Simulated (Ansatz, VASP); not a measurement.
# Two plane-wave programs on Cs2LiB6Os

File INCAR:

```
SYSTEM = Cs2LiB6Os
PREC = Accurate
ENCUT = 520
EDIFF = 1E-7
ISMEAR = -1
SIGMA = 0.1
LREAL = .False.
LASPH = .True.
NELM = 100
ALGO = Normal
ISIF = 2
LWAVE = .False.
LCHARG = .False.
GGA = PE
NBANDS = 34
```

File KPOINTS:

```
regular mesh
0
Gamma
  4 4 4
  0 0 0
```

POSCAR

```
Cs2LiB6Os
1.0
    0.0000000000      4.0781040000      4.0781040000
    4.0781040000      0.0000000000      4.0781040000
    4.0781040000      4.0781040000      0.0000000000
Li Cs Os B
1 2 1 6
Direct
    0.5000000000      0.5000000000      0.5000000000
    0.2500000000      0.2500000000      0.2500000000
    0.7500000000      0.7500000000      0.7500000000
    0.0000000000      0.0000000000      0.0000000000
    0.7670000000      0.2330000000      0.2330000000
    0.2330000000      0.7670000000      0.2330000000
    0.2330000000      0.7670000000      0.7670000000
    0.7670000000      0.2330000000      0.7670000000
    0.2330000000      0.2330000000      0.7670000000
    0.7670000000      0.7670000000      0.2330000000
```

Input for Ansatz:

```yaml
crystal:
  lattice:
    - [0.0, 4.078104, 4.078104]
    - [4.078104, 0.0, 4.078104]
    - [4.078104, 4.078104, 0.0]
  atoms:
    - { symbol: Li, position: [0.5, 0.5, 0.5] }
    - { symbol: Cs, position: [0.25, 0.25, 0.25] }
    - { symbol: Cs, position: [0.75, 0.75, 0.75] }
    - { symbol: Os, position: [0.0, 0.0, 0.0] }
    - { symbol: B, position: [0.767, 0.233, 0.233] }
    - { symbol: B, position: [0.233, 0.767, 0.233] }
    - { symbol: B, position: [0.233, 0.767, 0.767] }
    - { symbol: B, position: [0.767, 0.233, 0.767] }
    - { symbol: B, position: [0.233, 0.233, 0.767] }
    - { symbol: B, position: [0.767, 0.767, 0.233] }
  symmetry: { tolerance: 0.0003 }
kpoints:
  mp_grid: { grid: [4, 4, 4], shift: [0, 0, 0] }
magnetization:
  spin_polarized: false
scf:
  occupations: { method: fermi_dirac }
hamiltonian:
  pseudopotentials: { kind: paw }
  xc: pbe
basis:
  ecutwfc: 420
output:
  forces: true
  stress: true
  eigenvalues: true
```

The cell was built by a generator and needn't be a form met in nature.

Alike in both runs: task single point; functional PBE; k mesh 4 × 4 × 4; no spin polarisation.

```csv
,VASP,Ansatz
version,VASP 6.6.1,Ansatz 0.2.0
potentials or method,"VASP PAW PBE potentials, release 64 (Li_sv, Cs_sv, Os, B)",PAW plane waves
plane-wave cutoff (eV),520,420
occupations,"fermi-dirac, width 0.1 eV",fermi-dirac
valence electrons in the cell,47,55
```

Ansatz gave:

- gap on the k mesh at the Fermi level (eV): none
- rms of the force components (eV/Å): 1.655

Q: What did VASP give for the same quantities?

A: gap on the k mesh at the Fermi level (eV): none; rms of the force components (eV/Å): 1.748.

Atom by atom the forces differ by 0.093 eV/Å (rms over components). A gap of «none» marks a metal or a gap that the smearing closes. The two sets of potentials don't hold the same shells in valence.

Caveats: forces of over 1 eV/Å show positions far from the minimum, so gaps and moduli don't describe the material at rest. Spin-orbit coupling is left out, which matters for the levels of Cs, Os.
